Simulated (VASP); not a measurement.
Method: r2SCAN+rVV10, VASP's PBE PAW potentials (set 64) (plane waves; VASP).

A VASP calculation is set up with these files.

INCAR:
```
! general
SYSTEM   = GaN
PREC     = Accurate
ENCUT    = 520
LREAL    = F
LASPH    = T

! electronic loop
EDIFF    = 1E-7
NELM     = 100
ALGO     = Normal
LMAXMIX  = 4
LMIXTAU  = T

! smearing
ISMEAR   = 0
SIGMA    = 0.05

! functional
METAGGA  = R2SCAN
LUSE_VDW = T
BPARAM   = 11.95
CPARAM   = 0.0093

! ions
IBRION   = 2
NSW      = 30
ISIF     = 4
EDIFFG   = -0.01

! output
LWAVE    = F
LCHARG   = F
```

### KPOINTS
```
K-points
0
Gamma
 8 8 5
```

**POSCAR**
```
GaN
1
    1.5587389124    -2.6998149549     0.0000000000
    1.5587389124     2.6998149549     0.0000000000
    0.0000000000     0.0000000000     5.0743563648
Ga N
2 2
Direct
  0.6666670000   0.3333330000   0.5000334008
  0.3333330000   0.6666670000   0.0000334008
  0.6666670000   0.3333330000   0.8769665992
  0.3333330000   0.6666670000   0.3769665992
```

POTCAR, in this order: Ga_d N (PBE.64 set). Program: vasp_std.

What VASP printed:

**OSZICAR**
```
       N       E                     dE             d eps       ncg     rms          rms(c)
DAV:   1     0.256830800392E+03    0.25683E+03   -0.19142E+04  1400   0.320E+03
DAV:   2    -0.171477865888E+02   -0.27398E+03   -0.26589E+03  1442   0.549E+02
DAV:   3    -0.513178502465E+02   -0.34170E+02   -0.33835E+02  1494   0.158E+02
DAV:   4    -0.526417363956E+02   -0.13239E+01   -0.13202E+01  1862   0.334E+01
DAV:   5    -0.526649833799E+02   -0.23247E-01   -0.23242E-01  1518   0.392E+00    0.105E+01
DAV:   6    -0.437400878795E+02    0.89249E+01   -0.12108E+01  2408   0.620E+01    0.356E+00
DAV:   7    -0.421207358631E+02    0.16194E+01   -0.18203E+00  1440   0.120E+01    0.233E+00
DAV:   8    -0.448448037586E+02   -0.27241E+01   -0.20202E+00  1934   0.176E+01    0.221E+00
DAV:   9    -0.438339776286E+02    0.10108E+01   -0.54454E-01  1498   0.798E+00    0.811E-01
DAV:  10    -0.426916859843E+02    0.11423E+01   -0.36000E-01  1820   0.670E+00    0.114E-01
DAV:  11    -0.427141754641E+02   -0.22489E-01   -0.37415E-02  1492   0.199E+00    0.258E-01
DAV:  12    -0.427078514498E+02    0.63240E-02   -0.25363E-03  2176   0.782E-01    0.206E-01
DAV:  13    -0.427125404262E+02   -0.46890E-02   -0.43024E-03  2068   0.125E+00    0.133E-01
DAV:  14    -0.427141913127E+02   -0.16509E-02   -0.24515E-03  1440   0.488E-01    0.219E-01
DAV:  15    -0.427141870131E+02    0.42996E-05   -0.26998E-04  1922   0.442E-01    0.161E-01
DAV:  16    -0.427146942588E+02   -0.50725E-03   -0.82159E-04  1846   0.583E-01    0.355E-02
DAV:  17    -0.427146364721E+02    0.57787E-04   -0.12449E-04  1356   0.983E-02    0.104E-02
DAV:  18    -0.427146445559E+02   -0.80838E-05   -0.22478E-06  2364   0.198E-02    0.730E-03
DAV:  19    -0.427146384883E+02    0.60676E-05   -0.49388E-07  1476   0.143E-02    0.504E-03
DAV:  20    -0.427146641769E+02   -0.25689E-04   -0.18974E-06  1482   0.159E-02    0.479E-03
DAV:  21    -0.427146594033E+02    0.47736E-05   -0.30758E-07  1486   0.852E-03    0.408E-03
DAV:  22    -0.427146622126E+02   -0.28093E-05   -0.14825E-07   894   0.509E-03    0.217E-03
DAV:  23    -0.427146600458E+02    0.21668E-05   -0.87033E-08   702   0.207E-03    0.718E-04
DAV:  24    -0.427146601978E+02   -0.15203E-06   -0.15959E-08   702   0.134E-03    0.106E-04
DAV:  25    -0.427146600255E+02    0.17233E-06   -0.73396E-09   678   0.794E-04    0.155E-04
DAV:  26    -0.427146600283E+02   -0.28431E-08   -0.21452E-09   678   0.611E-04
   1 F= -.42714660E+02 E0= -.42714660E+02  d E =-.427147E+02
       N       E                     dE             d eps       ncg     rms          rms(c)
DAV:   1    -0.427146180383E+02    0.41987E-04   -0.14654E-02  1320   0.957E-01    0.285E-02
DAV:   2    -0.427146797314E+02   -0.61693E-04   -0.66156E-04  1510   0.266E-01    0.176E-02
DAV:   3    -0.427146548018E+02    0.24930E-04   -0.31530E-05  1848   0.633E-02    0.810E-03
DAV:   4    -0.427146728706E+02   -0.18069E-04   -0.91694E-06  1794   0.357E-02    0.212E-03
DAV:   5    -0.427146514064E+02    0.21464E-04   -0.29776E-06  1434   0.202E-02    0.134E-03
DAV:   6    -0.427146690763E+02   -0.17670E-04   -0.12425E-06  1368   0.122E-02    0.886E-04
DAV:   7    -0.427146634932E+02    0.55830E-05   -0.16654E-07   960   0.380E-03    0.308E-04
DAV:   8    -0.427146652774E+02   -0.17842E-05   -0.15775E-08   732   0.153E-03    0.163E-04
DAV:   9    -0.427146634899E+02    0.17875E-05   -0.64111E-09   678   0.107E-03    0.774E-05
DAV:  10    -0.427146636501E+02   -0.16014E-06   -0.22400E-09   678   0.649E-04    0.371E-05
DAV:  11    -0.427146634840E+02    0.16604E-06   -0.64353E-10   666   0.385E-04    0.265E-05
DAV:  12    -0.427146633367E+02    0.14737E-06   -0.36491E-10   678   0.253E-04    0.272E-05
DAV:  13    -0.427146633500E+02   -0.13330E-07   -0.12154E-10   666   0.149E-04
   2 F= -.42714663E+02 E0= -.42714663E+02  d E =-.332166E-05
       N       E                     dE             d eps       ncg     rms          rms(c)
DAV:   1    -0.427146692914E+02   -0.59547E-05   -0.33608E-03  1320   0.458E-01    0.136E-02
DAV:   2    -0.427146765194E+02   -0.72281E-05   -0.15141E-04  1510   0.128E-01    0.842E-03
DAV:   3    -0.427146835201E+02   -0.70007E-05   -0.71560E-06  1848   0.303E-02    0.387E-03
DAV:   4    -0.427146740387E+02    0.94814E-05   -0.20954E-06  1800   0.171E-02    0.102E-03
DAV:   5    -0.427146844160E+02   -0.10377E-04   -0.67519E-07  1440   0.964E-03    0.645E-04
DAV:   6    -0.427146764516E+02    0.79644E-05   -0.27779E-07  1122   0.584E-03    0.417E-04
DAV:   7    -0.427146794850E+02   -0.30335E-05   -0.41029E-08   726   0.205E-03    0.150E-04
DAV:   8    -0.427146787692E+02    0.71580E-06   -0.43544E-09   678   0.858E-04    0.812E-05
DAV:   9    -0.427146795515E+02   -0.78224E-06   -0.17628E-09   672   0.592E-04    0.407E-05
DAV:  10    -0.427146794857E+02    0.65816E-07   -0.70867E-10   678   0.342E-04
   3 F= -.42714679E+02 E0= -.42714679E+02  d E =-.194573E-04
```

**OUTCAR**
```
------------------------ aborting loop because EDIFF is reached ----------------------------------------
  FORCE on cell =-STRESS in cart. coord.  units (eV):
  Direction    XX          YY          ZZ          XY          YZ          ZX
  --------------------------------------------------------------------------------------
  Total        3.7417560      3.7417559      3.7817285      0.0000000      0.0000000      0.0000000
  in kB      140.3678689    140.3678648    141.8673943      0.0000000      0.0000000      0.0000000
  external PRESSURE =     140.8677093 kB  Pullay stress =       0.0000000 kB
  volume of cell :       42.71
      direct lattice vectors                 reciprocal lattice vectors
     1.558818988 -2.699953649  0.000000000     0.320755651 -0.185188364 -0.000000000
     1.558818988  2.699953649  0.000000000     0.320755651  0.185188364  0.000000000
     0.000000000 -0.000000000  5.073835046     0.000000000  0.000000000  0.197089576
  FREE ENERGIE OF THE ION-ELECTRON SYSTEM (eV)
  ---------------------------------------------------
  free  energy   TOTEN  =       -42.7146794857 eV

  energy  without entropy=      -42.7146794857  energy(sigma->0) =      -42.71467949

 reached required accuracy - stopping structural energy minimisation
```
(Selected blocks of OUTCAR.)

### CONTCAR
```
GaN
   1.00000000000000
     1.5588189883386654   -2.6999536487365310    0.0000000000000000
     1.5588189883386654    2.6999536487365310    0.0000000000000000
     0.0000000000000000   -0.0000000000000000    5.0738350459762360
  Ga              N
     2     2
Direct
     0.6666669999999968    0.3333330000000032    0.5001275748353033
     0.3333330000000032    0.6666669999999968    0.0001275748353033
     0.6666669999999968    0.3333330000000032    0.8768724251646991
     0.3333330000000032    0.6666669999999968    0.3768724251646992
```

File OUTCAR:
```
 val. band max:        5.7992996001   @ k =   0.0000   0.0000   0.0000

 cond. band min:       8.5426589767   @ k =   0.0000   0.0000   0.0000


 Fermi energy:         6.0327177358

 k-point     1 :       0.0000    0.0000    0.0000
  band No.  band energies     occupation
      1     -11.5924      2.00000
      2     -10.3785      2.00000
      3      -8.0724      2.00000
      4      -8.0539      2.00000
      5      -8.0539      2.00000
      6      -7.9707      2.00000
      7      -7.9707      2.00000
      8      -7.7044      2.00000
      9      -7.7044      2.00000
     10      -7.5861      2.00000
     11      -7.5861      2.00000
     12      -6.4656      2.00000
     13      -1.8603      2.00000
     14       4.6440      2.00000
     15       4.6440      2.00000
     16       5.7560      2.00000
     17       5.7993      2.00000
     18       5.7993      2.00000
     19       8.5427      0.00000
     20      11.0150      0.00000
     21      16.1078      0.00000
     22      16.7424      0.00000

 k-point     2 :       0.1250    0.0000    0.0000
  band No.  band energies     occupation
      1     -11.4207      2.00000
      2     -10.3244      2.00000
      3      -8.0533      2.00000
      4      -8.0269      2.00000
      5      -8.0071      2.00000
      6      -7.9473      2.00000
      7      -7.9330      2.00000
      8      -7.7208      2.00000
      9      -7.7055      2.00000
     10      -7.6185      2.00000
     11      -7.5815      2.00000
     12      -6.3585      2.00000
     13      -1.6155      2.00000
     14       3.5314      2.00000
     15       4.2961      2.00000
     16       4.6598      2.00000
     17       5.5811      2.00000
     18       5.6450      2.00000
     19       9.5555      0.00000
     20      11.9124      0.00000
     21      15.3901      0.00000
     22      15.9506      0.00000

 k-point     3 :       0.2500    0.0000    0.0000
  band No.  band energies     occupation
      1     -10.9945      2.00000
...
```

The compound is GaN in the wurtzite structure. This cell is one point of a volume scan, at 0.94 of the reference volume. Symmetry was kept, so distortions that lower it aren't found.
